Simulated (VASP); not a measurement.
The input files of a VASP run:

INCAR:
```
SIGMA=0.05   # width (eV)
LREAL=.FALSE.
EDIFF=1E-6   # SCF stop (eV)
NELM=100
ENCUT=400
ALGO=Normal   # blocked Davidson
ISMEAR=0   # Gaussian
PREC=Accurate
GGA=PE   # PBE
LASPH=.TRUE.
SYSTEM=TlCl
LCHARG=.FALSE.
ISIF=2   # forces and stress, cell fixed
LMAXMIX=4
LWAVE=.FALSE.
```

KPOINTS:
```
kpoints
0
Gamma
  5 5 5
0 0 0
```

**POSCAR**
```
TlCl
3.840
  1.0000000000   0.0000000000   0.0000000000
  0.0000000000   1.0000000000   0.0000000000
  0.0000000000   0.0000000000   1.0000000000
Tl Cl
1 1
Cart
  0.0000000000   0.0000000000   0.0000000000
  0.5000000000   0.5000000000   0.5000000000
```

POTCAR, in this order: Tl_d Cl (PBE.64 set). Program: vasp_std.

Q: Translate this PBE calculation to Quantum ESPRESSO's pw.x.

A: One equivalent input (not run):
```
&CONTROL
  calculation = 'scf'
  pseudo_dir = './pseudo'
  outdir = './out'
  tprnfor = .true.
  tstress = .true.
/
&SYSTEM
  ibrav = 0
  nat = 2
  ntyp = 2
  ecutwfc = 60.3
  occupations = 'smearing'
  smearing = 'gaussian'
  degauss = 0.003675
  input_dft = 'pbe'
/
&ELECTRONS
  conv_thr = 7.3e-08
  electron_maxstep = 100
/
ATOMIC_SPECIES
  Tl 204.380 Tl.upf
  Cl 35.450 Cl.upf
CELL_PARAMETERS angstrom
     3.8400000    0.0000000    0.0000000
     0.0000000    3.8400000    0.0000000
     0.0000000    0.0000000    3.8400000
ATOMIC_POSITIONS crystal
  Tl   0.0000000  0.0000000  0.0000000
  Cl   0.5000000  0.5000000  0.5000000
K_POINTS automatic
  5 5 5 0 0 0
```
The two are equivalent in intent, not identical: the potentials are each code's own (VASP's PAW set, PseudoDojo norm-conserving files in pw.x), so ENCUT and ecutwfc are chosen apart and not converted; conv_thr bounds pw.x's estimated SCF error, while EDIFF bounds the energy change between steps.

The compound is TlCl in the CsCl type structure. The cell was not relaxed at this level.
